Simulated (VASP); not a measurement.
Consider the following.

```yaml
crystal:
  lattice:
    - [4.12246, 0.00000, 0.00000]
    - [0.00000, 4.12246, 0.00000]
    - [0.00000, 0.00000, 4.12246]
  atoms:
    - { symbol: Ba, position: [0.00000, 0.00000, 0.00000] }
    - { symbol: Hf, position: [0.50000, 0.50000, 0.50000] }
    - { symbol: O, position: [0.50000, 0.00000, 0.50000] }
    - { symbol: O, position: [0.00000, 0.50000, 0.50000] }
    - { symbol: O, position: [0.50000, 0.50000, 0.00000] }
```

All values below come from PBE GGA, VASP's PBE PAW potentials (set 64) (plane waves; VASP 6.6.1). Numerical set-up: 400 eV cut-off, 6×6×6 Γ-centred mesh, Fermi-Dirac smearing of 0.020 eV, potentials Ba_sv Hf_pv O.

Unless said otherwise, spin-orbit coupling is left out, though it shifts the bands of the heavy elements here.

Give the energies of bands 11 to 22 at the high-symmetry points, in eV from the valence-band maximum.

| band | Γ | X | M | R |
|---|---|---|---|---|
| 11 | -1.61 | -4.01 | -4.31 | -4.45 |
| 12 | -1.61 | -2.11 | -3.93 | -3.84 |
| 13 | -1.61 | -2.11 | -3.85 | -3.84 |
| 14 | -1.03 | -1.85 | -2.53 | -2.52 |
| 15 | -1.03 | -1.78 | -2.53 | -2.52 |
| 16 | -1.03 | -1.76 | -0.93 | -2.52 |
| 17 | -0.17 | -1.76 | -0.91 | 0.00 |
| 18 | -0.17 | -0.47 | -0.91 | 0.00 |
| 19 | -0.17 | -0.47 | -0.07 | 0.00 |
| 20 | 3.67 | 4.27 | 6.51 | 6.20 |
| 21 | 3.67 | 6.63 | 6.51 | 6.20 |
| 22 | 3.67 | 6.64 | 6.84 | 6.20 |

The gap is indirect, 3.67 eV, from the valence maximum at R to the conduction minimum at Γ.

The structure is a typed BaHfO3 crystal. The cell was not relaxed at this level.
